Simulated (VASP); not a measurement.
A cell of C (graphite) near equilibrium:

```
C
1.0
    1.22857    -2.12794     0.00000
    1.22857     2.12794     0.00000
    0.00000     0.00000     6.95763
C
4
Direct
  0.00000   0.00000   0.25000
  0.00000   0.00000   0.75000
  0.33333   0.66667   0.25000
  0.66667   0.33333   0.75000
```

Method: r2SCAN meta-GGA, VASP's PBE PAW potentials (set 64) (plane waves; VASP).

| run | ΔE (meV/atom) | σxx | σyy | σzz | largest shear component, with its sign (GPa) | largest force (eV/Å) |
|---|---|---|---|---|---|---|
| as it is | 0.0 | -0.28 | -0.28 | 0.04 | 0.00 | 0.000 |
| after one change | 3.3 | 10.93 | 1.30 | 0.00 | 0.00 | 0.130 |
Stress is in GPa, positive when the cell is compressed.

**Question.** What was changed between the two runs?
A) atom 2 (C) moved by 0.200 Å along z
B) isotropic strain of -4.0 %
C) uniaxial strain of -1.0 % along x
D) uniaxial strain of +1.0 % along y

**Answer.** C, uniaxial strain of -1.0 % along x

The compound is C in the graphite structure.
